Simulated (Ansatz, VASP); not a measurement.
# BeZn2P2: VASP beside Ansatz

Aim: how closely do two programs agree when they are given the same cell, functional and k mesh? The cell is generated by rule, not measured, and may not be a known phase. The cell is taken from a series of runs on this material, whose earlier steps may have relaxed, scaled, displaced or heated it; both programs get it as it stands.

Calculated with Ansatz 0.2.0; plane waves, with VASP 6.6.1 beside it; PBEsol.

## (1) The starting structure

It takes space group P-3m1 (No. 164, trigonal). The conventional cell has a = 3.732 Å, b = 3.732 Å, c = 6.089 Å, α = 90.00°, β = 90.00°, γ = 120.00°. Be has 6 P at 2.50 Å nearest. Zn has 4 P at 2.39 to 2.54 Å and 3 Zn at 2.63 Å nearest. Nearest to P lie 4 Zn at 2.39 to 2.54 Å and 3 Be at 2.50 Å. Farther neighbours are not listed.

As a file:

```cif
data_structure
_symmetry_space_group_name_H-M 'P 1'
_symmetry_Int_Tables_number 1
_cell_length_a 3.7318
_cell_length_b 3.7318
_cell_length_c 6.0890
_cell_angle_alpha 90.000
_cell_angle_beta 90.000
_cell_angle_gamma 120.000
_cell_volume 73.44
loop_
_atom_site_label
_atom_site_type_symbol
_atom_site_fract_x
_atom_site_fract_y
_atom_site_fract_z
_atom_site_occupancy
Be1 Be 0.00000 0.00000 0.00000 1
Zn2 Zn 0.33333 0.66667 0.62403 1
Zn3 Zn 0.66667 0.33333 0.37597 1
P4 P 0.33333 0.66667 0.20692 1
P5 P 0.66667 0.33333 0.79308 1
```

## (2) VASP: relaxation of cell and atoms, PBEsol, pair 1

The relaxed volume is the usual yardstick between codes: in a stiff, nearly cubic crystal its relative difference is about their pressure difference at one cell divided by the bulk modulus.

Lines of VASP's logs that name or quote its potential files are left out, and so is its time.

Contents of INCAR:

```
SYSTEM = BeZn2P2
PREC = Accurate
ENCUT = 600
EDIFF = 1E-07
NELM = 120
ISMEAR = 1
SIGMA = 0.2
LREAL = .FALSE.
ALGO = Normal
GGA = PS
NBANDS = 24
LORBIT = 11
LWAVE = .FALSE.
LCHARG = .FALSE.
ISIF = 3
IBRION = 2
NSW = 80
EDIFFG = -0.005
LASPH = .TRUE.
GGA_COMPAT = .FALSE.
NELMIN = 4
KPAR = 4
```

Contents of POSCAR:

```
BeZn2P2
1.0
    3.7318200000     -0.0000030000      0.0000000000
   -1.8659070000      3.2318520000      0.0000000000
    0.0000000000      0.0000000000      6.0890350000
Be Zn P
1 2 2
Direct
    0.0000000000      0.0000000000      0.0000000000
    0.3333333333      0.6666666667      0.6240272884
    0.6666666667      0.3333333333      0.3759727116
    0.3333333333      0.6666666667      0.2069176807
    0.6666666667      0.3333333333      0.7930823193
```

Contents of KPOINTS:

```
Automatic mesh
0
Gamma
12 12 6
0 0 0
```

Potentials, in the order of the species: Be, Zn and P (PBE family, release 64).

On the command line:

```console
$ mpirun -np 4 vasp_std
```

Numbers of over 12 decimals in the logs are rounded to 6 here.

The log of the run:

```text
[banner, memory and clock lines left out]
running    4 mpi-ranks, on    1 nodes
 distrk:  each k-point on    1 cores,    4 groups
 distr:  one band on    1 cores,    1 groups

 POSCAR found type information on POSCAR BeZnP
 POSCAR found :  3 types and       5 ions
|                                                                             |
|               ----> ADVICE to this user running VASP <----                  |
|                                                                             |
|     You enforced a specific xc type in the INCAR file but a different       |
|     [... a line on the potential file left out ...]
|     I HOPE YOU KNOW WHAT YOU ARE DOING!                                     |
|                                                                             |

 LDA part: xc-table for (Slater+PW92), standard interpolation
 POSCAR, INCAR and KPOINTS ok, starting setup
 FFT: planning ... GRIDC
 FFT: planning ... GRID_SOFT
 FFT: planning ... GRID
 WAVECAR not read
 entering main loop
       N       E                     dE             d eps       ncg     rms          rms(c)
DAV:   1     0.206965721072E+03    0.20697E+03   -0.18868E+04  4808   0.202E+03
DAV:   2    -0.330683206718E+01   -0.21027E+03   -0.20417E+03  4880   0.372E+02
DAV:   3    -0.192895632662E+02   -0.15983E+02   -0.15671E+02  6112   0.104E+02
DAV:   4    -0.195938905850E+02   -0.30433E+00   -0.30395E+00  5592   0.136E+01
DAV:   5    -0.195984657722E+02   -0.45752E-02   -0.45747E-02  6176   0.166E+00    0.868E+00
DAV:   6    -0.185510016638E+02    0.10475E+01   -0.45410E+00  6184   0.596E+01    0.725E+00
DAV:   7    -0.185356013306E+02    0.15400E-01   -0.12343E+00  5984   0.125E+01    0.370E+00
DAV:   8    -0.185240705863E+02    0.11531E-01   -0.61868E-02  6304   0.232E+00    0.853E-01
DAV:   9    -0.185221108546E+02    0.19597E-02   -0.58181E-03  6152   0.185E+00    0.148E-01
DAV:  10    -0.185221109163E+02   -0.61676E-07   -0.10639E-03  5608   0.233E-01    0.536E-02
DAV:  11    -0.185221078055E+02    0.31108E-05   -0.63274E-05  6344   0.888E-02    0.227E-02
DAV:  12    -0.185221085196E+02   -0.71417E-06   -0.13676E-05  7304   0.434E-02    0.105E-02
DAV:  13    -0.185221074394E+02    0.10803E-05   -0.43198E-06  6520   0.243E-02    0.417E-03
DAV:  14    -0.185221074281E+02    0.11339E-07   -0.44321E-07  5824   0.666E-03
   1 F= -.18522107E+02 E0= -.18522242E+02  d E =-.185221E+02
 curvature:   0.00 expect dE= 0.000E+00 dE for cont linesearch  0.000E+00
 trial: gam= 0.00000 g(F)=  0.200E-04 g(S)=  0.402E-03 ort = 0.000E+00 (trialstep = 0.100E+01)
 search vector abs. value=  0.422E-03
 bond charge predicted
       N       E                     dE             d eps       ncg     rms          rms(c)
DAV:   1    -0.185265108314E+02   -0.44034E-02   -0.54943E-02  6016   0.442E+00    0.468E-01
DAV:   2    -0.185227955114E+02    0.37153E-02   -0.16385E-02  5960   0.314E+00    0.181E-01
DAV:   3    -0.185223768818E+02    0.41863E-03   -0.59304E-04  6248   0.330E-01    0.940E-02
DAV:   4    -0.185222222058E+02    0.15468E-03   -0.17043E-04  6840   0.132E-01    0.238E-02
DAV:   5    -0.185222102366E+02    0.11969E-04   -0.20217E-05  7352   0.511E-02    0.970E-03
DAV:   6    -0.185222095704E+02    0.66616E-06   -0.87578E-06  5680   0.271E-02    0.274E-03
DAV:   7    -0.185222097422E+02   -0.17178E-06   -0.24658E-07  4840   0.127E-02    0.920E-04
DAV:   8    -0.185222098307E+02   -0.88508E-07   -0.13265E-07  2928   0.430E-03
   2 F= -.18522210E+02 E0= -.18522361E+02  d E =-.102403E-03
 trial-energy change:   -0.000102  1 .order   -0.000121   -0.000422    0.000180
 step:   0.6592(harm=  0.7010)  dis= 0.00046  next Energy=   -18.522241 (dE=-0.134E-03)
 bond charge predicted
       N       E                     dE             d eps       ncg     rms          rms(c)
DAV:   1    -0.185227382881E+02   -0.52855E-03   -0.63929E-03  6016   0.150E+00    0.160E-01
DAV:   2    -0.185223049176E+02    0.43337E-03   -0.19441E-03  5936   0.110E+00    0.615E-02
DAV:   3    -0.185222574354E+02    0.47482E-04   -0.71993E-05  6296   0.121E-01    0.319E-02
DAV:   4    -0.185222406969E+02    0.16739E-04   -0.20621E-05  6824   0.455E-02    0.817E-03
DAV:   5    -0.185222396416E+02    0.10553E-05   -0.23706E-06  7488   0.178E-02    0.338E-03
DAV:   6    -0.185222396555E+02   -0.13915E-07   -0.10437E-06  5264   0.926E-03    0.961E-04
DAV:   7    -0.185222395881E+02    0.67414E-07   -0.25799E-08  2728   0.441E-03
   3 F= -.18522240E+02 E0= -.18522385E+02  d E =-.132160E-03
 curvature:  -0.34 expect dE=-0.110E-05 dE for cont linesearch -0.585E-06
 trial: gam=-0.05587 g(F)=  0.339E-06 g(S)=  0.287E-05 ort = 0.268E-04 (trialstep = 0.932E+00)
 search vector abs. value=  0.153E-05
 reached required accuracy - stopping structural energy minimisation
```

From OUTCAR (step 2):

```text
ion  position               nearest neighbor table
   1  0.000  0.000  0.000-   4 2.50   5 2.50   5 2.50   4 2.50   5 2.50   4 2.50
   2  0.333  0.667  0.624-   5 2.39   5 2.39   5 2.39   4 2.54   3 2.63   3 2.63   3 2.63
   3  0.667  0.333  0.376-   4 2.39   4 2.39   4 2.39   5 2.54   2 2.63   2 2.63   2 2.63
   4  0.333  0.667  0.207-   3 2.39   3 2.39   3 2.39   1 2.50   1 2.50   1 2.50   2 2.54
   5  0.667  0.333  0.793-   2 2.39   2 2.39   2 2.39   1 2.50   1 2.50   1 2.50   3 2.54

  LATTYP: Found a hexagonal cell.
 ALAT       =     3.7318200000
 C/A-ratio  =     1.6316529200

 Subroutine GETGRP returns: Found 12 space group operations
 (whereof 12 operations were pure point group operations)

The static configuration has the point symmetry D_3d.

 Found    100 irreducible k-points:

   k-points           NKPTS =    100   k-points in BZ     NKDIM =    100   number of bands    NBANDS=     24

   dimension x,y,z NGX =    30 NGY =   30 NGZ =   50
   dimension x,y,z NGXF=    60 NGYF=   60 NGZF=  100

   ENCUT  =  600.0 eV  44.10 Ry    6.64 a.u.   7.45  7.45 12.16*2*pi/ulx,y,z

   NELECT =      36.0000    total number of electrons

 k-points in reciprocal lattice and weights: Automatic mesh
   0.00000000  0.00000000  0.00000000       0.001
   0.08333333  0.00000000  0.00000000       0.007
   0.16666667  0.00000000  0.00000000       0.007
   0.25000000  0.00000000  0.00000000       0.007
   0.33333333  0.00000000  0.00000000       0.007
   0.41666667  0.00000000  0.00000000       0.007
   0.50000000  0.00000000  0.00000000       0.003
   0.08333333  0.08333333  0.00000000       0.007
   0.16666667  0.08333333  0.00000000       0.014
[...]
0.33333333  0.25000000  0.50000000       0.014
   0.33333333  0.33333333  0.50000000       0.002

 average (electrostatic) potential at core
       1 -35.7903       2 -34.3422       3 -34.3422       4 -82.9932       5 -82.9932

 E-fermi :   5.4235

 k-point     1 :       0.0000    0.0000    0.0000
  band No.  band energies     occupation
    ...
     13      -1.5624      2.00000
     14       4.4992      2.00000
     15       4.4992      2.00000
     16       5.1484      2.06526
     17       5.1484      2.06526
     18       5.5345      0.20229
     19       7.2163     -0.00000
     20       7.2789     -0.00000
     21       8.6212     -0.00000
     22       8.6212     -0.00000
    ...

 k-point     2 :       0.0833    0.0000    0.0000
  band No.  band energies     occupation
    ...
     13      -1.4934      2.00000
     14       3.5801      2.00000
     15       4.0935      2.00000
     16       4.8188      2.00016
     17       5.3555      1.54013
     18       5.5583      0.09910
     19       7.4322     -0.00000
     20       7.7693     -0.00000
     21       8.4289     -0.00000
     22       8.7010     -0.00000
    ...

 k-point     3 :       0.1667    0.0000    0.0000
  band No.  band energies     occupation
    ...
     14       2.1693      2.00000
     15       3.4632      2.00000
     16       3.9117      2.00000
     17       5.3039      1.83815
     18       5.4267      0.97272
     19       7.0379     -0.00000
     20       8.0117     -0.00000
     21       8.6833     -0.00000
     22       8.8230     -0.00000
     23       9.6655      0.00000
    ...

  Total        0.0119558      0.0119558     -0.0033518      0.0000000      0.0000000     -0.0000000
  in kB        0.2602531      0.2602530     -0.0729624      0.0000000      0.0000000     -0.0000000
  external PRESSURE =       0.1491812 kB  Pullay stress =       0.0000000 kB

  energy-cutoff  :      600.00
  volume of cell :       73.60
      direct lattice vectors                 reciprocal lattice vectors
     3.734795857 -0.000003002 -0.000000000     0.267752376  0.154586606  0.000000000
    -1.867394926  3.234429168  0.000000000     0.000000249  0.309173710 -0.000000000
    -0.000000000  0.000000000  6.092957365     0.000000000 -0.000000000  0.164123912

 POSITION                                       TOTAL-FORCE (eV/Angst)
 -----------------------------------------------------------------------------------
     -0.00000      0.00000      6.09296         0.000000      0.000000      0.000000
      0.00000      2.15629      3.80213        -0.000000      0.000000      0.001607
      1.86740      1.07814      2.29082         0.000000     -0.000000     -0.001607
      0.00000      2.15629      1.26028         0.000000     -0.000000     -0.000967
      1.86740      1.07814      4.83267        -0.000000      0.000000      0.000967
 -----------------------------------------------------------------------------------
    total drift:                                0.000000      0.000000     -0.000000

  FREE ENERGIE OF THE ION-ELECTRON SYSTEM (eV)
  ---------------------------------------------------
  free  energy   TOTEN  =       -18.5222395881 eV

  energy  without entropy=      -18.5226772315  energy(sigma->0) =      -18.52238547

 reached required accuracy - stopping structural energy minimisation

 total charge
# of ion       s       p       d       tot
------------------------------------------
    1        0.314   0.420   0.000   0.733
    2        0.584   0.536   9.773  10.893
    3        0.584   0.536   9.773  10.893
    4        1.034   1.472   0.000   2.506
    5        1.034   1.472   0.000   2.506
--------------------------------------------------
tot          3.549   4.437  19.546  27.532

[... 3 further parts left out ...]
```

The run keeps the 12 symmetry operations of its start, so it cannot find a distortion of lower symmetry.

[end of part 1 of 3]

[Lines on the potential files, build, host, timing and source positions are cut from VASP's logs without a mark.]

[Logs are printed without paths, hosts, clocks, repeated set-up lines and the standing remarks that a program may print on its own settings, such as how far it seeks lower states.]

[Hosts, paths, dates, database ids (printed as entryN), source tags and the programs' standing remarks are cut or masked in the printed files.]
